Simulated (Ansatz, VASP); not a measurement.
# Cross-check of SnSO4 (Pnma (measured, COD) SnSO4, displaced supercell) between VASP and Ansatz, part 2 of 2

Aim: how closely do two programs agree when they are given the same cell, functional and k mesh? Of the first pair: The structure shown is the start of the Ansatz relaxation below; VASP solves that cell, so the two are compared at the walk's first step.

VASP 6.6.1 and Ansatz 0.2.0.

So far. Step 3 (VASP: single point, PBEsol, start cell, pair 1): The run ends at a pressure of 8.64 GPa, with forces up to 1.6 eV/Å.

## Step 6: VASP: single point, PBEsol, relaxed cell, pair 2

Level of this step: PBEsol; plane waves and PAW (Sn_d, S, O) (VASP).

The same cell, functional, mesh and smearing now go to VASP, with its own data sets.

File INCAR:

```
SYSTEM = SnSO4
PREC = Accurate
ENCUT = 600
EDIFF = 1E-06
NELM = 120
ISMEAR = -1
SIGMA = 0.05
LREAL = Auto
ALGO = Normal
GGA = PS
NBANDS = 424
LORBIT = 11
LWAVE = .FALSE.
LCHARG = .FALSE.
ISIF = 2
LASPH = .TRUE.
GGA_COMPAT = .FALSE.
EFERMI = MIDGAP
NCORE = 2
```

File POSCAR:

```
SnSO4
1.0
    8.5465500000     -0.0004300000     -0.0001400000
   -0.0005200000     10.6424600000      0.0010400000
   -0.0002200000      0.0013800000     13.8901300000
Sn S O
16 16 64
Direct
    0.2184000000      0.1246800000      0.0983350000
    0.2821150000      0.3746400000      0.3484400000
    0.7822400000      0.3750000000      0.4019800000
    0.7184300000      0.1250450000      0.1518800000
    0.2184400000      0.1245700000      0.5983800000
    0.2822450000      0.3746650000      0.8482850000
    0.7821050000      0.3750200000      0.9018350000
    0.7183950000      0.1249200000      0.6519300000
    0.2184400000      0.6245700000      0.0983800000
    0.2822450000      0.8746650000      0.3482850000
    0.7821050000      0.8750200000      0.4018350000
    0.7183950000      0.6249200000      0.1519300000
    0.2184000000      0.6246800000      0.5983350000
    0.2821150000      0.8746400000      0.8484400000
    0.7822400000      0.8750000000      0.9019800000
    0.7184300000      0.6250450000      0.6518800000
    0.0714900000      0.1247100000      0.3377600000
    0.4291950000      0.3747350000      0.0877600000
    0.9291950000      0.3749000000      0.1625100000
    0.5714950000      0.1249300000      0.4125100000
    0.0715750000      0.1247900000      0.8377500000
    0.4289200000      0.3747600000      0.5877500000
    0.9289150000      0.3748700000      0.6625200000
    0.5715700000      0.1248400000      0.9125100000
    0.0715750000      0.6247900000      0.3377500000
    0.4289200000      0.8747600000      0.0877500000
    0.9289150000      0.8748700000      0.1625200000
    0.5715700000      0.6248400000      0.4125100000
    0.0714900000      0.6247100000      0.8377600000
    0.4291950000      0.8747350000      0.5877600000
[... 60 atom lines left out ...]
    0.9096100000      0.7604450000      0.6007600000
    0.5915350000      0.7392250000      0.8506400000
    0.9091950000      0.9892450000      0.6006900000
    0.5909300000      0.5104300000      0.8508000000
    0.0909050000      0.7392200000      0.8994650000
    0.4092100000      0.7603750000      0.6495750000
```

File KPOINTS:

```
Automatic mesh
0
Gamma
1 1 1
0 0 0
```

The projector-augmented-wave data sets are Sn_d, S and O (PBE family, release 64).

On the command line:

```console
> mpirun -np 8 vasp_gam
```

Numbers of over 12 decimals in the logs are rounded to 6 here.

The log of the run:

```text
[banner, memory and clock lines left out]
running    8 mpi-ranks, on    1 nodes
[...]
[... a notice as in an earlier step ...]

 LDA part: xc-table for (Slater+PW92), standard interpolation
 POSCAR, INCAR and KPOINTS ok, starting setup
[...]
entering main loop
       N       E                     dE             d eps       ncg     rms          rms(c)
DAV:   1     0.187792485092E+05    0.18779E+05   -0.32945E+05   872   0.259E+03
DAV:   2     0.346467343653E+04   -0.15315E+05   -0.14751E+05   992   0.795E+02
DAV:   3    -0.214174866645E+03   -0.36788E+04   -0.34833E+04   984   0.332E+02
DAV:   4    -0.662343011268E+03   -0.44817E+03   -0.43713E+03  1000   0.118E+02
[...]
DAV:  15    -0.608240083273E+03    0.22786E-04   -0.11906E-04  1136   0.286E-02    0.272E-02
DAV:  16    -0.608240085304E+03   -0.20301E-05   -0.23364E-05  1088   0.110E-02    0.227E-02
DAV:  17    -0.608240085280E+03    0.23290E-07   -0.14407E-06   576   0.444E-03
   1 F= -.60824009E+03 E0= -.60824009E+03  d E =-.305499E-15
```

Parts of OUTCAR (step 6):

```text
  FREE ENERGIE OF THE ION-ELECTRON SYSTEM (eV)
  ---------------------------------------------------
  free  energy   TOTEN  =      -608.2400852803 eV

  energy  without entropy=     -608.2400852803  energy(sigma->0) =     -608.24008528
```

The run ends at a pressure of 1.23 GPa, with forces up to 0.13 eV/Å.

## Step 7: Side by side

What differs besides the data sets and the points named for the pairs above, as far as they apply: the cutoff is 420 eV in Ansatz and 600 eV in VASP (PREC = Accurate, projectors in real space). Total energies have different zeros and are not compared.

Both answers:

```
              quantity  Ansatz   VASP  difference
        pressure (GPa)    1.97   1.23       +0.74
gap on the k mesh (eV)   3.789  3.771      +0.018
```

Forces on 7 of the 96 atoms, those with the largest forces and the largest differences (eV/Å; atoms numbered as in POSCAR):

```
atom         Ansatz x, y, z            VASP x, y, z
 O34    0.003, 0.000, 0.002   -0.119, -0.002, 0.046
 O35   0.003, 0.000, -0.002  -0.121, -0.001, -0.047
 O36  -0.003, 0.000, -0.001    0.118, 0.002, -0.046
 O68  -0.002, 0.000, -0.002    0.118, 0.001, -0.046
 O82    0.003, 0.000, 0.001   -0.119, -0.002, 0.046
 O83   0.002, 0.000, -0.002  -0.121, -0.001, -0.047
 O84  -0.003, 0.000, -0.002    0.118, 0.002, -0.046
```

The forces differ by 57 meV/Å r.m.s., where the r.m.s. force is 0.002 eV/Å in Ansatz and 0.058 eV/Å in VASP: the atoms lie near their places of rest in Ansatz, so a percentage would say little (all taken over all components). A gap on the mesh is an upper bound, since the band edges may lie between its points.

## Step 8: Ansatz: single point, PBEsol, pair 3

With cell and atoms fixed, the geometry can't cause a difference; cores, projectors, grids and the points listed under the comparison can. The cell compared in this pair holds 1344.04 Å³, against 1263.40 Å³ for the pair before.

The cell is taken from a series of runs on this material, whose earlier steps may have relaxed, scaled, displaced or heated it; both programs get it as it stands.

File input.yaml:

```yaml
crystal:
  lattice:
    - [8.72465, -0.00044, -0.00014]
    - [-0.00053, 10.86424, 0.00106]
    - [-0.00022, 0.00141, 14.17959]
  atoms:
    - { symbol: Sn, position: [0.22359, 0.12474, 0.10061] }
    - { symbol: Sn, position: [0.27717, 0.3747, 0.3508] }
    - { symbol: Sn, position: [0.77726, 0.37497, 0.39964] }
    - { symbol: Sn, position: [0.72352, 0.12499, 0.14961] }
    - { symbol: S, position: [0.07595, 0.12476, 0.33432] }
    - { symbol: S, position: [0.42483, 0.37476, 0.08437] }
    - { symbol: S, position: [0.92477, 0.37488, 0.16586] }
    - { symbol: S, position: [0.57595, 0.12493, 0.41592] }
    - { symbol: O, position: [0.92173, 0.12454, 0.29351] }
    - { symbol: O, position: [0.57909, 0.37472, 0.04364] }
    - { symbol: O, position: [0.07901, 0.37507, 0.20663] }
    - { symbol: O, position: [0.42173, 0.12515, 0.45672] }
    - { symbol: O, position: [0.20186, 0.12488, 0.2624] }
    - { symbol: O, position: [0.299, 0.3748, 0.0124] }
    - { symbol: O, position: [0.79891, 0.37471, 0.23782] }
    - { symbol: O, position: [0.70184, 0.12475, 0.48784] }
    - { symbol: O, position: [0.09711, 0.01279, 0.39529] }
    - { symbol: O, position: [0.40387, 0.48682, 0.14526] }
    - { symbol: O, position: [0.90392, 0.26279, 0.10499] }
    - { symbol: O, position: [0.59715, 0.23691, 0.35496] }
    - { symbol: O, position: [0.90354, 0.48688, 0.10493] }
    - { symbol: O, position: [0.59667, 0.01284, 0.35503] }
    - { symbol: O, position: [0.09671, 0.23688, 0.39516] }
    - { symbol: O, position: [0.40374, 0.26273, 0.14529] }
    - { symbol: Sn, position: [0.22352, 0.12467, 0.6006] }
    - { symbol: Sn, position: [0.27719, 0.3747, 0.85058] }
    - { symbol: Sn, position: [0.77708, 0.37493, 0.89955] }
    - { symbol: Sn, position: [0.72359, 0.12485, 0.64965] }
    - { symbol: S, position: [0.07595, 0.1248, 0.83434] }
    - { symbol: S, position: [0.42454, 0.3748, 0.58441] }
[... 60 atom lines left out ...]
    - { symbol: O, position: [0.90375, 0.76277, 0.60502] }
    - { symbol: O, position: [0.59703, 0.73687, 0.85488] }
    - { symbol: O, position: [0.90372, 0.98685, 0.60502] }
    - { symbol: O, position: [0.59665, 0.51278, 0.85506] }
    - { symbol: O, position: [0.09668, 0.7368, 0.89532] }
    - { symbol: O, position: [0.40363, 0.76275, 0.64529] }
kpoints:
  mp_grid: { grid: [1, 1, 1] }
hamiltonian:
  xc: pbesol
scf:
  occupations: { method: fermi_dirac, width: 0.05 }
output:
  forces: true
  stress: true
  populations: true
  dos:
    method: { smearing: { sigma: 0.08 } }
    de: 0.1
    projected: { site_lists: { O: [O], S: [S], Sn: [Sn] } }
  eigenvalues: true
  write_density: true
  write_potential: true
  volumetric_format: npy
```

On the command line:

```console
> ansatz run input.yaml --threads 4 --pin off --max-ram 8192MiB --backend cpu --events-out ev --progress --plain --runs-dir out
```

The log of the run:

```text
[...]
Crystal: 96 atoms, lattice volume = 1344.036 Å³
Basis set: ecut = 420 eV, 26311 PW (Γ), exchange–correlation on 120×150×192 points (8 copies of the dense FFT grid, shifted against one another)
Bands: 448, of which v1, the nominal top of the filled ones, is band 352 counted from 1 (351 counted from 0)
Symmetry: 1 space group operations
[...]
k-points: 1
[...]
--- Löwdin populations: 96 sites ---
  site symbol       q [e]
     0     Sn     12.9687
     1     Sn     12.9687
     2     Sn     12.9685
     3     Sn     12.9687
     4      S      3.5407
     5      S      3.5407
     6      S      3.5408
     7      S      3.5407
[...]
92      O      6.7086
    93      O      6.7086
    94      O      6.7085
    95      O      6.7086
  spilling = 0.013706 (of n_electrons = 704.000000)
[key lines of the parts left out:]
SCF converged after 9 iterations
Free energy (F): -145223.387610 eV
Fermi energy:    7.269084 eV
P = ⅓ Tr σ = -0.0045 GPa (-0.045 kbar)
```

## Step 9: VASP: single point, PBEsol, pair 3

The same cell, functional, mesh and smearing now go to VASP, with its own data sets.

INCAR is that of step 6.

File POSCAR:

```
SnSO4
1.0
    8.7246500000     -0.0004400000     -0.0001400000
   -0.0005300000     10.8642400000      0.0010600000
   -0.0002200000      0.0014100000     14.1795900000
Sn S O
16 16 64
Direct
    0.2235900000      0.1247400000      0.1006100000
    0.2771700000      0.3747000000      0.3508000000
    0.7772600000      0.3749700000      0.3996400000
    0.7235200000      0.1249900000      0.1496100000
    0.2235200000      0.1246700000      0.6006000000
    0.2771900000      0.3747000000      0.8505800000
    0.7770800000      0.3749300000      0.8995500000
    0.7235900000      0.1248500000      0.6496500000
    0.2234900000      0.6246400000      0.1006800000
    0.2770300000      0.8747100000      0.3505600000
    0.7770300000      0.8749900000      0.3996600000
    0.7234000000      0.6248700000      0.1496500000
    0.2234200000      0.6247700000      0.6007000000
    0.2770600000      0.8746700000      0.8507600000
    0.7770100000      0.8749600000      0.8996000000
    0.7235100000      0.6249800000      0.6495500000
    0.0759500000      0.1247600000      0.3343200000
    0.4248300000      0.3747600000      0.0843700000
    0.9247700000      0.3748800000      0.1658600000
    0.5759500000      0.1249300000      0.4159200000
    0.0759500000      0.1248000000      0.8343400000
    0.4245400000      0.3748000000      0.5844100000
    0.9245900000      0.3748900000      0.6658800000
    0.5759700000      0.1248200000      0.9159100000
    0.0760300000      0.6247600000      0.3343700000
    0.4245200000      0.8748100000      0.0843300000
    0.9244700000      0.8748200000      0.1659300000
    0.5759600000      0.6248200000      0.4159100000
    0.0759200000      0.6247300000      0.8344100000
    0.4247100000      0.8747800000      0.5843600000
[... 60 atom lines left out ...]
    0.9037500000      0.7627700000      0.6050200000
    0.5970300000      0.7368700000      0.8548800000
    0.9037200000      0.9868500000      0.6050200000
    0.5966500000      0.5127800000      0.8550600000
    0.0966800000      0.7368000000      0.8953200000
    0.4036300000      0.7627500000      0.6452900000
```

KPOINTS is that of step 6.

On the command line:

```console
> mpirun -np 8 vasp_gam
```

The log of the run:

```text
[... set-up lines as in an earlier step ...]
 entering main loop
       N       E                     dE             d eps       ncg     rms          rms(c)
DAV:   1     0.185821372146E+05    0.18582E+05   -0.32820E+05   848   0.254E+03
DAV:   2     0.337777491754E+04   -0.15204E+05   -0.14617E+05  1000   0.783E+02
DAV:   3    -0.224172222329E+03   -0.36019E+04   -0.33971E+04   984   0.328E+02
DAV:   4    -0.666317907732E+03   -0.44215E+03   -0.43307E+03  1000   0.117E+02
[...]
DAV:  15    -0.608679120753E+03   -0.47292E-06   -0.12868E-04  1208   0.285E-02    0.470E-02
DAV:  16    -0.608679123439E+03   -0.26862E-05   -0.18088E-05  1008   0.946E-03    0.369E-02
DAV:  17    -0.608679123060E+03    0.37909E-06   -0.11113E-06   568   0.325E-03
   1 F= -.60867912E+03 E0= -.60867912E+03  d E =-.901588E-16
```

Parts of OUTCAR (step 9):

```text
  FREE ENERGIE OF THE ION-ELECTRON SYSTEM (eV)
  ---------------------------------------------------
  free  energy   TOTEN  =      -608.6791230597 eV

  energy  without entropy=     -608.6791230597  energy(sigma->0) =     -608.67912306
```

The run ends at a pressure of -0.69 GPa, with forces up to 0.13 eV/Å.

## Step 10: Differences

Compared:

```
              quantity  Ansatz   VASP  difference
        pressure (GPa)    0.00  -0.69       +0.68
gap on the k mesh (eV)   3.917  3.900      +0.017
```

Forces on 9 of the 96 atoms, those with the largest forces and the largest differences (eV/Å; atoms numbered as in POSCAR):

```
atom          Ansatz x, y, z           VASP x, y, z
 O33    -0.002, 0.000, 0.003    0.119, 0.000, 0.044
 O34    0.007, 0.000, -0.002   -0.115, 0.001, 0.040
 O35    0.005, 0.000, -0.001  -0.117, 0.002, -0.043
 O36    -0.006, 0.000, 0.001  0.116, -0.002, -0.041
 O52  -0.003, -0.001, -0.003  0.118, -0.002, -0.044
 O65    -0.002, 0.001, 0.004    0.119, 0.000, 0.045
 O66     0.002, 0.001, 0.002   -0.119, 0.002, 0.045
 O81   -0.001, -0.001, 0.001   0.119, -0.001, 0.042
 O83    0.000, 0.001, -0.003  -0.121, 0.002, -0.045
```

The forces differ by 56 meV/Å r.m.s., where the r.m.s. force is 0.007 eV/Å in Ansatz and 0.056 eV/Å in VASP: the atoms lie near their places of rest in Ansatz, so a percentage would say little (all taken over all components). A gap on the mesh is an upper bound, since the band edges may lie between its points.

## Step 11: Results

| Quantity | Value |
| --- | --- |
| r.m.s. force difference (single point, PBEsol, start cell, pair 1) | 16 % of the r.m.s. force |
| r.m.s. force difference (single point, PBEsol, relaxed cell, pair 2) | 57 meV/Å |
| difference in pressure (single point, PBEsol, relaxed cell, pair 2) | 0.74 GPa |
| r.m.s. force difference (single point, PBEsol, pair 3) | 56 meV/Å |
| difference in pressure (single point, PBEsol, pair 3) | 0.68 GPa |

In words: The r.m.s. force difference is 16 % of the r.m.s. force (single point, PBEsol, start cell, pair 1), beyond the 3 % picked in this series as the mark of a large difference. What causes the difference of the single point, PBEsol, start cell, pair 1 pair stays open here. What causes the difference of the single point, PBEsol, relaxed cell, pair 2 pair stays open here. What causes the difference of the single point, PBEsol, pair 3 pair stays open here. Such differences can come from data sets, numerical settings and the points named under the comparisons, not from the functional's error against experiment.

[Lines on the potential files, build, host, timing and source positions are cut from VASP's logs without a mark.]

[Logs are printed without paths, hosts, clocks, repeated set-up lines and the standing remarks that a program may print on its own settings, such as how far it seeks lower states.]

[Hosts, paths, dates, database ids (printed as entryN), source tags and the programs' standing remarks are cut or masked in the printed files.]
